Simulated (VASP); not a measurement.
Data:

```
Ba
1.0
    5.02000     0.00000     0.00000
    0.00000     5.02000     0.00000
    0.00000     0.00000    21.53000
Ba
4
Direct
  0.00036   0.98199   0.44099
  0.48833   0.52749   0.32655
  0.98712   0.00309   0.67288
  0.52419   0.48743   0.55959
```

These are revPBE GGA, VASP's PBE PAW potentials (set 64) (plane waves; VASP) values and carry that method's errors. Numerical set-up: 300 eV cut-off, 9×9×1 Γ-centred mesh, Gaussian smearing of 0.050 eV, potentials Ba_sv.

At this cut-off the stress carries a Pulay error, which pulls relaxed volumes low. The cell holds a wide vacuum, so values per volume refer to the whole cell.

Which forces act on the atoms, in eV/Å?

```
atom      Fx      Fy      Fz
----  ------  ------  ------
Ba1    0.040   0.195   0.283
Ba2    0.043  -0.173  -0.225
Ba3    0.148  -0.060   0.238
Ba4   -0.230   0.038  -0.296
```

Give the stress tensor in GPa (positive for a compressed cell).

```
-0.03  -0.01   0.01
-0.01  -0.03   0.07
 0.01   0.07   0.29
```
The pressure is its mean diagonal, 0.08 GPa.

The cell is a sheet with vacuum, built from a generated structure.
